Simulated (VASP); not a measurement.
VASP input:

INCAR:
```
AGGAC = 0.0
ALGO = Normal
EDIFF = 1E-6
EDIFFG = -0.01
ENCUT = 520
GGA = MK
IBRION = 2
ISIF = 3
ISMEAR = 0
LASPH = T
LCHARG = F
LMAXMIX = 4
LREAL = F
LUSE_VDW = T
LWAVE = F
NELM = 100
NSW = 60
PARAM1 = 0.1234
PARAM2 = 1.0
PREC = Accurate
SIGMA = 0.05
SYSTEM = RbCl
```

**POSCAR**
```
RbCl
1
    0.0000000000     3.2900000000     3.2900000000
    3.2900000000     0.0000000000     3.2900000000
    3.2900000000     3.2900000000     0.0000000000
Rb Cl
1 1
Direct
  0.0000000000   0.0000000000   0.0000000000
  0.5000000000   0.5000000000   0.5000000000
```

KPOINTS:
```
Automatic mesh
0
Gamma
6 6 6
0 0 0
```

POTCAR, in this order: Rb_sv Cl (PBE.64 set). Program: vasp_std.

**Question.** Write an equivalent input for Quantum ESPRESSO's pw.x.

**Answer.** One equivalent input (not run):
```
&CONTROL
  calculation = 'vc-relax'
  pseudo_dir = './pseudo'
  outdir = './out'
  tprnfor = .true.
  tstress = .true.
  nstep = 60
  forc_conv_thr = 0.00039
/
&SYSTEM
  ibrav = 0
  nat = 2
  ntyp = 2
  ecutwfc = 58
  occupations = 'smearing'
  smearing = 'gaussian'
  degauss = 0.003675
  input_dft = 'vdw-df-ob86'
/
&ELECTRONS
  conv_thr = 7.3e-08
  electron_maxstep = 100
/
&IONS
/
&CELL
/
ATOMIC_SPECIES
  Rb 85.468 Rb.upf
  Cl 35.450 Cl.upf
CELL_PARAMETERS angstrom
     0.0000000    3.2900000    3.2900000
     3.2900000    0.0000000    3.2900000
     3.2900000    3.2900000    0.0000000
ATOMIC_POSITIONS crystal
  Rb   0.0000000  0.0000000  0.0000000
  Cl   0.5000000  0.5000000  0.5000000
K_POINTS automatic
  6 6 6 0 0 0
```
The two are equivalent in intent, not identical: the potentials are each code's own (VASP's PAW set, PseudoDojo norm-conserving files in pw.x), so ENCUT and ecutwfc are chosen apart and not converted; conv_thr bounds pw.x's estimated SCF error, while EDIFF bounds the energy change between steps; forc_conv_thr acts on force components and is met together with etot_conv_thr.

The compound is RbCl in the rock salt structure. This run relaxes it. Symmetry was kept, so distortions that lower it aren't found.
